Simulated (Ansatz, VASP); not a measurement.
# Cross-check of Ir (Ir wire along [110], 19 atoms a period) between VASP and Ansatz, part 2 of 3

One calculation is typed for both programs; each brings its own data sets. How far apart do they land? Of the first pair: The structure shown is the start of the Ansatz relaxation below; VASP solves that cell, so the two are compared at the walk's first step.

VASP 6.6.1 and Ansatz 0.2.0.

So far: The structure; Ansatz: relaxation, PBE.

## 3. VASP: single point, PBE, start cell, pair 1

Level of this step: PBE; plane waves and PAW (Ir) (VASP).

The same cell, functional, mesh and smearing now go to VASP, with its own data sets.

Lines of VASP's logs that name or quote its potential files are left out, and so is its time.

INCAR reads:

```
SYSTEM = Ir
PREC = Accurate
ENCUT = 400
EDIFF = 1E-06
NELM = 120
ISMEAR = -1
SIGMA = 0.05
LREAL = .FALSE.
ALGO = Normal
GGA = PE
NBANDS = 106
LASPH = .TRUE.
LORBIT = 11
LWAVE = .FALSE.
LCHARG = .FALSE.
ISIF = 2
GGA_COMPAT = .FALSE.
KPAR = 4
```

POSCAR reads:

```
Ir
1.0
   14.5400000000      0.0000000000      0.0000000000
    0.0000000000     17.7460000000      0.0000000000
    0.0000000000      0.0000000000      2.7365030000
Ir
19
Direct
    0.2338376891      0.3457960667      0.0000000000
    0.2338376891      0.5000000000      0.0000000000
    0.5000000000      0.3457960667      0.0000000000
    0.5000000000      0.1915921334      0.0000000000
    0.5000000000      0.5000000000      0.0000000000
    0.7661623109      0.3457960667      0.0000000000
    0.7661623109      0.5000000000      0.0000000000
    0.3669188446      0.2686940719      0.5000000000
    0.3669188446      0.4228980052      0.5000000000
    0.3669188446      0.5771019948      0.5000000000
    0.3669188446      0.7313059281      0.5000000000
    0.6330811554      0.2686940719      0.5000000000
    0.6330811554      0.4228980052      0.5000000000
    0.6330811554      0.5771019948      0.5000000000
    0.6330811554      0.7313059281      0.5000000000
    0.2338376891      0.6542039333      0.0000000000
    0.5000000000      0.6542039333      0.0000000000
    0.5000000000      0.8084078666      0.0000000000
    0.7661623109      0.6542039333      0.0000000000
```

KPOINTS reads:

```
Automatic mesh
0
Gamma
1 1 30
0 0 0
```

PAW data sets: Ir (PBE family, release 64).

On the command line:

```sh
> mpirun -np 4 vasp_std
```

Numbers of over 12 decimals in the logs are rounded to 6 here.

What it wrote:

```text
[banner, memory and clock lines left out]
running    4 mpi-ranks, on    1 nodes
 distrk:  each k-point on    1 cores,    4 groups
 distr:  one band on    1 cores,    1 groups

 POSCAR found type information on POSCAR Ir
 POSCAR found :  1 types and      19 ions
|                                                                             |
|               ----> ADVICE to this user running VASP <----                  |
|                                                                             |
|     You have a (more or less) 'large supercell' and for larger cells it     |
|     might be more efficient to use real-space projection operators.         |
|     Therefore, try LREAL= Auto in the INCAR file.                           |
|     Mind: For very accurate calculation, you might also keep the            |
|     reciprocal projection scheme (i.e. LREAL=.FALSE.).                      |
|                                                                             |

 LDA part: xc-table for (Slater+PW92), standard interpolation
 POSCAR, INCAR and KPOINTS ok, starting setup
 FFT: planning ... GRIDC
 FFT: planning ... GRID_SOFT
 FFT: planning ... GRID
 WAVECAR not read
 entering main loop
       N       E                     dE             d eps       ncg     rms          rms(c)
DAV:   1     0.139789382943E+04    0.13979E+04   -0.60332E+04  3432   0.114E+03
DAV:   2    -0.101368055056E+02   -0.14080E+04   -0.13107E+04  3528   0.394E+02
DAV:   3    -0.149198242323E+03   -0.13906E+03   -0.12608E+03  4544   0.108E+02
DAV:   4    -0.159981117839E+03   -0.10783E+02   -0.10014E+02  4864   0.286E+01
DAV:   5    -0.160544750315E+03   -0.56363E+00   -0.53724E+00  4968   0.486E+00    0.497E+01
DAV:   6    -0.154036353374E+03    0.65084E+01   -0.29000E+01  4856   0.275E+01    0.310E+01
DAV:   7    -0.187371822366E+03   -0.33335E+02   -0.12820E+02  6240   0.746E+01    0.493E+01
DAV:   8    -0.153219709921E+03    0.34152E+02   -0.40231E+01  6434   0.438E+01    0.164E+01
DAV:   9    -0.153655000842E+03   -0.43529E+00   -0.29829E+01  5616   0.315E+01    0.179E+01
DAV:  10    -0.151067997378E+03    0.25870E+01   -0.84987E+00  6128   0.192E+01    0.886E+00
DAV:  11    -0.150471425794E+03    0.59657E+00   -0.28863E+00  5772   0.895E+00    0.473E+00
DAV:  12    -0.150535251161E+03   -0.63825E-01   -0.10369E+00  5776   0.551E+00    0.412E+00
DAV:  13    -0.150387831674E+03    0.14742E+00   -0.43003E-01  5846   0.403E+00    0.174E+00
DAV:  14    -0.150397120650E+03   -0.92890E-02   -0.12320E-01  5648   0.229E+00    0.157E+00
[...]
DAV:  23    -0.150371988038E+03   -0.15432E-04   -0.44794E-06  3132   0.623E-03    0.440E-03
DAV:  24    -0.150371995126E+03   -0.70879E-05   -0.49776E-07  1968   0.434E-03    0.294E-03
DAV:  25    -0.150372004325E+03   -0.91988E-05   -0.74505E-07  2296   0.339E-03    0.209E-03
DAV:  26    -0.150372012713E+03   -0.83884E-05   -0.48997E-07  2116   0.211E-03    0.128E-03
DAV:  27    -0.150372019536E+03   -0.68225E-05   -0.32267E-07  2078   0.160E-03    0.839E-04
DAV:  28    -0.150372023270E+03   -0.37341E-05   -0.23183E-07  1994   0.129E-03    0.686E-04
DAV:  29    -0.150372025228E+03   -0.19583E-05   -0.11254E-07  1894   0.122E-03    0.531E-04
DAV:  30    -0.150372026053E+03   -0.82474E-06   -0.88315E-08  1868   0.717E-04
   1 F= -.15037203E+03 E0= -.15023117E+03  d E =-.281702E+00
```

From OUTCAR (step 3):

```text
ion  position               nearest neighbor table
   1  0.234  0.346  0.000-   9 2.74   9 2.74   2 2.74   8 2.74   8 2.74
   2  0.234  0.500  0.000-   1 2.74  16 2.74  10 2.74   9 2.74   9 2.74  10 2.74
   3  0.500  0.346  0.000-   9 2.74  13 2.74   9 2.74  13 2.74   4 2.74   5 2.74   8 2.74  12 2.74
                            12 2.74   8 2.74
   4  0.500  0.192  0.000-   8 2.74  12 2.74   8 2.74  12 2.74   3 2.74
   5  0.500  0.500  0.000-   3 2.74  17 2.74  10 2.74  13 2.74  14 2.74   9 2.74   9 2.74  10 2.74
                            13 2.74  14 2.74
   6  0.766  0.346  0.000-  13 2.74  13 2.74   7 2.74  12 2.74  12 2.74
   7  0.766  0.500  0.000-   6 2.74  19 2.74  14 2.74  13 2.74  13 2.74  14 2.74
   8  0.367  0.269  0.500-   4 2.74   4 2.74   9 2.74   3 2.74   3 2.74   1 2.74   1 2.74
   9  0.367  0.423  0.500-   3 2.74   3 2.74   1 2.74   1 2.74   8 2.74   5 2.74   5 2.74   2 2.74
                             2 2.74  10 2.74
  10  0.367  0.577  0.500-  17 2.74  17 2.74  16 2.74  16 2.74  11 2.74   5 2.74   5 2.74   2 2.74
                             2 2.74   9 2.74
  11  0.367  0.731  0.500-  18 2.74  18 2.74  10 2.74  17 2.74  17 2.74  16 2.74  16 2.74
  12  0.633  0.269  0.500-   4 2.74   4 2.74  13 2.74   3 2.74   3 2.74   6 2.74   6 2.74
  13  0.633  0.423  0.500-   3 2.74   3 2.74   6 2.74   6 2.74  12 2.74   5 2.74   5 2.74   7 2.74
                             7 2.74  14 2.74
  14  0.633  0.577  0.500-  17 2.74  17 2.74  19 2.74  19 2.74  15 2.74   5 2.74   5 2.74   7 2.74
                             7 2.74  13 2.74
  15  0.633  0.731  0.500-  18 2.74  18 2.74  14 2.74  17 2.74  17 2.74  19 2.74  19 2.74
  16  0.234  0.654  0.000-  10 2.74  10 2.74   2 2.74  11 2.74  11 2.74
  17  0.500  0.654  0.000-  10 2.74  14 2.74  10 2.74  14 2.74  18 2.74   5 2.74  15 2.74  11 2.74
                            11 2.74  15 2.74
  18  0.500  0.808  0.000-  11 2.74  15 2.74  11 2.74  15 2.74  17 2.74
  19  0.766  0.654  0.000-  14 2.74  14 2.74   7 2.74  15 2.74  15 2.74

  LATTYP: Found a simple orthorhombic cell.
 ALAT       =     2.7365030000
 B/A-ratio  =     5.3133506523
 C/A-ratio  =     6.4849188910

 Subroutine GETGRP returns: Found  8 space group operations
 (whereof  8 operations were pure point group operations)

The static configuration has the point symmetry D_2h.

 Found     16 irreducible k-points:

   k-points           NKPTS =     16   k-points in BZ     NKDIM =     16   number of bands    NBANDS=    106

   dimension x,y,z NGX =    96 NGY =  120 NGZ =   18
   dimension x,y,z NGXF=   192 NGYF=  240 NGZF=   36

   ENCUT  =  400.0 eV  29.40 Ry    5.42 a.u.  23.71 28.94  4.46*2*pi/ulx,y,z

   NELECT =     171.0000    total number of electrons

 k-points in reciprocal lattice and weights: Automatic mesh
   0.00000000  0.00000000  0.00000000       0.033
   0.00000000  0.00000000  0.03333333       0.067
   0.00000000  0.00000000  0.06666667       0.067
   0.00000000  0.00000000  0.10000000       0.067
   0.00000000  0.00000000  0.13333333       0.067
   0.00000000  0.00000000  0.16666667       0.067
   0.00000000  0.00000000  0.20000000       0.067
   0.00000000  0.00000000  0.23333333       0.067
   0.00000000  0.00000000  0.26666667       0.067
[...]
0.00000000  0.00000000  0.46666667       0.067
   0.00000000  0.00000000  0.50000000       0.033

 average (electrostatic) potential at core
       1 -57.5483       2 -57.6851       3 -58.4766       4 -57.6026       5 -58.5390
       6 -57.5483       7 -57.6851       8 -57.9221       9 -58.4512      10 -58.4512
      11 -57.9221      12 -57.9221      13 -58.4512      14 -58.4512      15 -57.9221
      16 -57.5483      17 -58.4766      18 -57.6026      19 -57.5483

 E-fermi :   0.6193

 k-point     1 :       0.0000    0.0000    0.0000
  band No.  band energies     occupation
    ...
     87       0.5263      1.73049
     88       0.6162      1.03120
     89       0.6219      0.97395
     90       0.6308      0.88572
     91       0.6566      0.64288
     92       0.8428      0.02265
     93       0.8449      0.02170
     94       0.8862      0.00956
     95       0.9172      0.00515
     96       1.1324      0.00007
    ...

 k-point     2 :       0.0000    0.0000    0.0333
  band No.  band energies     occupation
    ...
     87       0.5962      1.22686
     88       0.6070      1.12208
     89       0.6231      0.96142
     90       0.6323      0.87092
     91       0.6394      0.80149
     92       0.7380      0.17024
     93       0.8698      0.01324
     94       0.9891      0.00123
     95       1.0001      0.00098
     96       1.0891      0.00017
    ...

 k-point     3 :       0.0000    0.0000    0.0667
  band No.  band energies     occupation
    ...
     85       0.3673      1.98712
     86       0.3997      1.97554
     87       0.4748      1.89467
     88       0.5421      1.64797
     89       0.5841      1.33759
     90       0.6862      0.41542
     91       0.7083      0.28833
     92       0.7498      0.13687
     93       0.8743      0.01211
     94       0.9603      0.00218
    ...

  Total      -24.5288008    -25.2634100    -32.8727310      0.0000000      0.0000000      0.0000000
  in kB      -55.6578064    -57.3246933    -74.5908499      0.0000000      0.0000000      0.0000000
  external PRESSURE =     -62.5244499 kB  Pullay stress =       0.0000000 kB

  energy-cutoff  :      400.00
  volume of cell :      706.09
      direct lattice vectors                 reciprocal lattice vectors
    14.540000000  0.000000000  0.000000000     0.068775791  0.000000000  0.000000000
     0.000000000 17.746000000  0.000000000     0.000000000  0.056350727  0.000000000
     0.000000000  0.000000000  2.736503000     0.000000000  0.000000000  0.365429894

 POSITION                                       TOTAL-FORCE (eV/Angst)
 -----------------------------------------------------------------------------------
      3.40000      6.13650      0.00000         1.402644      0.366316      0.000000
      3.40000      8.87300      0.00000         0.891056      0.000000      0.000000
      7.27000      6.13650      0.00000         0.000000      0.025691      0.000000
      7.27000      3.39999      0.00000         0.000000      1.725352      0.000000
      7.27000      8.87300      0.00000         0.000000      0.000000      0.000000
     11.14000      6.13650      0.00000        -1.402644      0.366316     -0.000000
     11.14000      8.87300      0.00000        -0.891056      0.000000     -0.000000
      5.33500      4.76824      1.36825         0.056847      0.157854      0.000000
      5.33500      7.50475      1.36825        -0.612027     -0.065110     -0.000000
      5.33500     10.24125      1.36825        -0.612027      0.065110      0.000000
      5.33500     12.97776      1.36825         0.056847     -0.157854      0.000000
      9.20500      4.76824      1.36825        -0.056847      0.157854     -0.000000
      9.20500      7.50475      1.36825         0.612027     -0.065110      0.000000
      9.20500     10.24125      1.36825         0.612027      0.065110      0.000000
      9.20500     12.97776      1.36825        -0.056847     -0.157854     -0.000000
      3.40000     11.60950      0.00000         1.402644     -0.366316      0.000000
      7.27000     11.60950      0.00000         0.000000     -0.025691      0.000000
      7.27000     14.34601      0.00000         0.000000     -1.725352      0.000000
     11.14000     11.60950      0.00000        -1.402644     -0.366316      0.000000
 -----------------------------------------------------------------------------------
    total drift:                                0.000000      0.000000     -0.000000

  FREE ENERGIE OF THE ION-ELECTRON SYSTEM (eV)
  ---------------------------------------------------
  free  energy   TOTEN  =      -150.3720260528 eV

  energy  without entropy=     -150.0903238588  energy(sigma->0) =     -150.23117496

 total charge
# of ion       s       p       d       tot
------------------------------------------
    1        0.637   0.408   6.911   7.955
    2        0.628   0.473   6.913   8.014
    3        0.649   0.687   6.921   8.258
    4        0.644   0.414   6.895   7.953
    5        0.662   0.713   6.922   8.297
    6        0.637   0.408   6.911   7.955
    7        0.628   0.473   6.913   8.014
    8        0.645   0.536   6.880   8.061
    9        0.652   0.688   6.917   8.257
   10        0.652   0.688   6.917   8.257
   11        0.645   0.536   6.880   8.061
   12        0.645   0.536   6.880   8.061
   13        0.652   0.688   6.917   8.257
   14        0.652   0.688   6.917   8.257
   15        0.645   0.536   6.880   8.061
   16        0.637   0.408   6.911   7.955
   17        0.649   0.687   6.921   8.258
   18        0.644   0.414   6.895   7.953
   19        0.637   0.408   6.911   7.955
--------------------------------------------------
tot         12.242  10.390 131.209 153.842

[... 3 further parts left out ...]
```

This run has no spin polarisation. Its electron count is odd, so without a moment it is a metal by construction.

## 4. Comparison

Known differences besides the potentials themselves: the data sets hold 323 valence electrons in Ansatz (on its PAW soft_1 files) and 171 in VASP; the cutoff is 420 eV in Ansatz and 400 eV in VASP. Total energies have different zeros and are not compared.

Forces on 8 of the 19 atoms, those with the largest forces and the largest differences (eV/Å; atoms numbered as in POSCAR):

| atom | Ansatz x, y, z | VASP x, y, z |
| --- | --- | --- |
| Ir1 | 1.437, 0.377, 0.000 | 1.403, 0.366, 0.000 |
| Ir2 | 0.932, 0.000, 0.000 | 0.891, 0.000, 0.000 |
| Ir4 | 0.000, 1.763, 0.000 | 0.000, 1.725, 0.000 |
| Ir6 | -1.437, 0.377, 0.000 | -1.403, 0.366, 0.000 |
| Ir7 | -0.932, 0.000, 0.000 | -0.891, 0.000, 0.000 |
| Ir16 | 1.437, -0.377, 0.000 | 1.403, -0.366, 0.000 |
| Ir18 | 0.000, -1.763, 0.000 | 0.000, -1.725, 0.000 |
| Ir19 | -1.437, -0.377, 0.000 | -1.403, -0.366, 0.000 |

The forces differ by 16 meV/Å r.m.s., which is 2.9 % of the r.m.s. force of 0.555 eV/Å (both taken over all components).

## 5. Ansatz: relaxation, PBE

This run makes the geometry at which the two programs are then compared. The cell compared in this pair holds 690.48 Å³, against 706.09 Å³ for the pair before.

The structure compared here is the end of the Ansatz relaxation.

This is the run of step 2 again, met here at its other cell.

(Continued in part 3 of 3.)

[Lines on the potential files, build, host, timing and source positions are cut from VASP's logs without a mark.]

[Logs are printed without paths, hosts, clocks, repeated set-up lines and the standing remarks that a program may print on its own settings, such as how far it seeks lower states.]

[Hosts, paths, dates, database ids (printed as entryN), source tags and the programs' standing remarks are cut or masked in the printed files.]
